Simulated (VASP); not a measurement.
```yaml
crystal:
  lattice:
    - [0.00000, 3.25403, 3.25403]
    - [3.25403, 0.00000, 3.25403]
    - [3.25403, 3.25403, 0.00000]
  atoms:
    - { symbol: Na, position: [0.25000, 0.25000, 0.25000] }
    - { symbol: Na, position: [0.75000, 0.75000, 0.75000] }
    - { symbol: S, position: [0.00000, 0.00000, 0.00000] }
```

Level of theory: PBE GGA, VASP's PBE PAW potentials (set 64) (plane waves; VASP). Numerical set-up: 300 eV cut-off, 7×7×7 Γ-centred mesh, Gaussian smearing of 0.010 eV, potentials Na_pv S.

Question: Estimate the energy per atom (σ→0), band gap (on the k-mesh) with the smallest direct gap where there is one.

Answer: 
```
Property                                      Value
-----------------------------------  --------------
band gap (on the k-mesh)                    2.53 eV
smallest direct gap (on the k-mesh)         2.53 eV
energy per atom (σ→0)                -3.323 eV/atom
```

Only differences to runs with the same potentials and settings are physical.

The structure comes from a computed database's Na2S entry; how it stands against other phases isn't given here. The cell was not relaxed at this level.
